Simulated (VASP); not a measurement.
All values below come from PBE GGA, VASP's PBE PAW potentials (set 64) (plane waves; VASP).

VASP ran on this input.

File POSCAR:
```
Ni3Fe
1
    3.5500000000     0.0000000000     0.0000000000
    0.0000000000     3.5500000000     0.0000000000
    0.0000000000     0.0000000000     3.5500000000
Fe Ni
1 3
Direct
  0.0000000000   0.0000000000   0.0000000000
  0.0000000000   0.5000000000   0.5000000000
  0.5000000000   0.0000000000   0.5000000000
  0.5000000000   0.5000000000   0.0000000000
```

### KPOINTS
```
Regular mesh
0
Gamma
8 8 8
0 0 0
```

INCAR:
```
SYSTEM = Ni3Fe
PREC = Accurate
ENCUT = 400
EDIFF = 1E-8
NELM = 100
ALGO = Normal
LREAL = .FALSE.
LASPH = .TRUE.
ISMEAR = 1
SIGMA = 0.1
GGA = PE
LMAXMIX = 4
ISPIN = 2
MAGMOM = 3.0 0.7 0.7 0.7
LORBIT = 10
LWAVE = .FALSE.
LCHARG = .FALSE.
ISIF = 2
```

POTCAR, in this order: Fe Ni (PBE.64 set). Program: vasp_std.

**Question.** Estimate the energy per atom (σ→0), cell moment, pressure, band gap (on the k-mesh).

**Answer.** 
```
Quantity                                                    Result
------------------------  ----------------------------------------
energy per atom (σ→0)                               -6.249 eV/atom
cell moment                                                4.82 μB
band gap (on the k-mesh)  none (metal, semimetal or under 0.01 eV)
pressure                                                -15.1 kbar
```

### OSZICAR
```
...
DAV:  14    -0.249964092143E+02   -0.76419E-04   -0.27723E-04  4844   0.194E-01    0.103E-01
DAV:  15    -0.249963842563E+02    0.24958E-04   -0.90227E-05  4548   0.253E-01    0.198E-02
DAV:  16    -0.249963854034E+02   -0.11471E-05   -0.13773E-05  5248   0.742E-02    0.290E-02
DAV:  17    -0.249963849013E+02    0.50219E-06   -0.22559E-06  4572   0.381E-02    0.107E-02
DAV:  18    -0.249963843678E+02    0.53347E-06   -0.14103E-06  5422   0.230E-02    0.170E-03
DAV:  19    -0.249963843340E+02    0.33829E-07   -0.20353E-07  4218   0.487E-03    0.559E-04
DAV:  20    -0.249963843414E+02   -0.74292E-08   -0.13883E-08  2404   0.163E-03
   1 F= -.24996384E+02 E0= -.24996024E+02  d E =-.108068E-02  mag=     4.8242
```

The compound is Ni3Fe in the L1_2 structure. The cell was not relaxed at this level. The run is one of a series of settings (EDIFF = 1E-8 against the base run), some of them coarse on purpose.
